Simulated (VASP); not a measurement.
Calculation: rev-vdW-DF2, VASP's PBE PAW potentials (set 64) (plane waves; VASP).

The input files of a VASP run:

### INCAR
```
EDIFF = 1E-6   # SCF stop (eV)
PARAM1 = 0.1234568
ALGO = Normal   # blocked Davidson
PREC = Accurate
EDIFFG = -0.01   # ionic stop
LASPH = .True.   # aspherical one-centre terms
SYSTEM = Re
ENCUT = 520   # plane-wave cut-off (eV)
LWAVE = .False.
GGA = MK
ISMEAR = 1
AGGAC = 0.0
LREAL = .False.   # projection in real space or not
ISIF = 3   # ions, shape and volume
LCHARG = .False.
SIGMA = 0.1   # width (eV)
NELM = 100
ZAB_VDW = -1.8867
LUSE_VDW = .True.
NSW = 60   # most ionic steps
LMAXMIX = 6
PARAM2 = 0.7114
IBRION = 2   # conjugate gradients
```

KPOINTS:
```
K-points
0
Gamma
  14 14 8
```

### POSCAR
```
Re
1
    1.3800000000    -2.3902300000     0.0000000000
    1.3800000000     2.3902300000     0.0000000000
    0.0000000000     0.0000000000     4.4600000000
Re
2
Direct
  0.3333330000   0.6666670000   0.2500000000
  0.6666670000   0.3333330000   0.7500000000
```

POTCAR, in this order: Re (PBE.64 set). Program: vasp_std.

The resulting files:

File OSZICAR:
```
       N       E                     dE             d eps       ncg     rms          rms(c)
DAV:   1     0.335775720536E+02    0.33578E+02   -0.70173E+03  4729   0.158E+03
DAV:   2    -0.151407646135E+02   -0.48718E+02   -0.41440E+02  4074   0.317E+02
DAV:   3    -0.218406785123E+02   -0.66999E+01   -0.54322E+01  4435   0.262E+02
DAV:   4    -0.222147297287E+02   -0.37405E+00   -0.32805E+00  4922   0.274E+01
DAV:   5    -0.222264548354E+02   -0.11725E-01   -0.11382E-01  4518   0.335E+00    0.449E+01
DAV:   6    -0.212092912147E+02    0.10172E+01   -0.10104E+00  4912   0.319E+01    0.185E+01
DAV:   7    -0.208660466835E+02    0.34324E+00   -0.71706E-01  5102   0.254E+01    0.544E-01
DAV:   8    -0.208533406050E+02    0.12706E-01   -0.10071E-02  5224   0.135E+00    0.275E-01
DAV:   9    -0.208524990312E+02    0.84157E-03   -0.59740E-04  5022   0.222E-01    0.328E-02
DAV:  10    -0.208525181600E+02   -0.19129E-04   -0.39332E-05  4376   0.586E-02    0.982E-03
DAV:  11    -0.209032771389E+02   -0.50759E-01   -0.50765E-01  2416   0.210E-02    0.933E-02
DAV:  12    -0.283698295609E+02   -0.74666E+01   -0.78597E+01  2349   0.570E-01    0.627E-01
DAV:  13    -0.208507280928E+02    0.75191E+01   -0.65651E+00  2241   0.903E-01    0.861E-03
DAV:  14    -0.208507274547E+02    0.63805E-06   -0.14919E-07  2097   0.136E-02
   1 F= -.20850727E+02 E0= -.20851026E+02  d E =-.208507E+02
       N       E                     dE             d eps       ncg     rms          rms(c)
DAV:   1    -0.208564449988E+02   -0.57169E-02   -0.39383E+00  3107   0.119E+02    0.615E+00
DAV:   2    -0.208334192535E+02    0.23026E-01   -0.59855E-02  4315   0.815E+00    0.219E+00
DAV:   3    -0.208249197137E+02    0.84995E-02   -0.21001E-02  4507   0.506E+00    0.318E-01
DAV:   4    -0.208249404204E+02   -0.20707E-04   -0.36847E-04  5145   0.306E-01    0.106E-01
DAV:   5    -0.208249469535E+02   -0.65332E-05   -0.24149E-04  5052   0.463E-01    0.213E-02
DAV:   6    -0.208249504351E+02   -0.34815E-05   -0.11141E-06  2282   0.581E-02    0.493E-03
DAV:   7    -0.208249506126E+02   -0.17751E-06   -0.13198E-06  2153   0.263E-02
   2 F= -.20824951E+02 E0= -.20825280E+02  d E =0.257768E-01
       N       E                     dE             d eps       ncg     rms          rms(c)
DAV:   1    -0.208738717525E+02   -0.48921E-01   -0.29304E+00  2656   0.109E+02    0.510E+00
DAV:   2    -0.208598566480E+02    0.14015E-01   -0.33676E-02  4438   0.637E+00    0.171E+00
DAV:   3    -0.208541459038E+02    0.57107E-02   -0.12695E-02  4430   0.400E+00    0.288E-01
DAV:   4    -0.208540959400E+02    0.49964E-04   -0.29973E-04  5094   0.387E-01    0.128E-01
DAV:   5    -0.208540936359E+02    0.23041E-05   -0.17746E-04  5025   0.417E-01    0.202E-02
DAV:   6    -0.208540955199E+02   -0.18840E-05   -0.85661E-07  2064   0.565E-02    0.515E-03
DAV:   7    -0.208540954350E+02    0.84939E-07   -0.91224E-07  1908   0.216E-02
   3 F= -.20854095E+02 E0= -.20854377E+02  d E =-.336798E-02
       N       E                     dE             d eps       ncg     rms          rms(c)
DAV:   1    -0.208541355157E+02   -0.39996E-04   -0.23650E-03  2787   0.305E+00    0.157E-01
DAV:   2    -0.208541249400E+02    0.10576E-04   -0.28038E-05  4296   0.198E-01    0.570E-02
DAV:   3    -0.208541210393E+02    0.39007E-05   -0.98764E-06  3250   0.119E-01    0.847E-03
DAV:   4    -0.208541212079E+02   -0.16853E-06   -0.15120E-06  1970   0.132E-02
   4 F= -.20854121E+02 E0= -.20854400E+02  d E =-.339375E-02
       N       E                     dE             d eps       ncg     rms          rms(c)
DAV:   1    -0.208541464597E+02   -0.25420E-04   -0.20143E-03  3988   0.164E+00    0.296E-02
DAV:   2    -0.208541286137E+02    0.17846E-04   -0.23974E-05  4772   0.686E-02    0.131E-02
DAV:   3    -0.208541232798E+02    0.53339E-05   -0.65268E-06  2817   0.476E-02    0.647E-03
DAV:   4    -0.208541233392E+02   -0.59387E-07   -0.12451E-06  1789   0.381E-02
   5 F= -.20854123E+02 E0= -.20854415E+02  d E =-.213127E-05
```

### OUTCAR
```
------------------------ aborting loop because EDIFF is reached ----------------------------------------
  FORCE on cell =-STRESS in cart. coord.  units (eV):
  Direction    XX          YY          ZZ          XY          YZ          ZX
  --------------------------------------------------------------------------------------
  Total        0.0097583      0.0097583     -0.0048352      0.0000000      0.0000000      0.0000000
  in kB        0.5278667      0.5278667     -0.2615574      0.0000000      0.0000000      0.0000000
  external PRESSURE =       0.2647254 kB  Pullay stress =       0.0000000 kB
  volume of cell :       29.62
      direct lattice vectors                 reciprocal lattice vectors
     1.382468242 -2.394505120  0.000000000     0.361671961 -0.208811414  0.000000000
     1.382468242  2.394505120  0.000000000     0.361671961  0.208811414  0.000000000
     0.000000000  0.000000000  4.473603556    -0.000000000 -0.000000000  0.223533442
 POSITION                                       TOTAL-FORCE (eV/Angst)
 -----------------------------------------------------------------------------------
      1.38247      0.79817      1.11840        -0.000000      0.000000      0.000000
      1.38247     -0.79817      3.35520         0.000000     -0.000000      0.000000
 -----------------------------------------------------------------------------------
    total drift:                               -0.000000      0.000010     -0.000016
  FREE ENERGIE OF THE ION-ELECTRON SYSTEM (eV)
  ---------------------------------------------------
  free  energy   TOTEN  =       -20.8541233392 eV

  energy  without entropy=      -20.8549975118  energy(sigma->0) =      -20.85441473

 reached required accuracy - stopping structural energy minimisation
```
(Selected blocks of OUTCAR.)

File CONTCAR:
```
Re
   1.00000000000000
     1.3824682418440040   -2.3945051196655034    0.0000000000000000
     1.3824682418440040    2.3945051196655034    0.0000000000000000
     0.0000000000000000    0.0000000000000000    4.4736035563096639
  Re
     2
Direct
     0.3333330000000032    0.6666669999999968    0.2500000000000000
     0.6666669999999968    0.3333330000000032    0.7500000000000000
```

The compound is Re in the hcp structure. This run relaxes it. Symmetry was kept, so distortions that lower it aren't found.
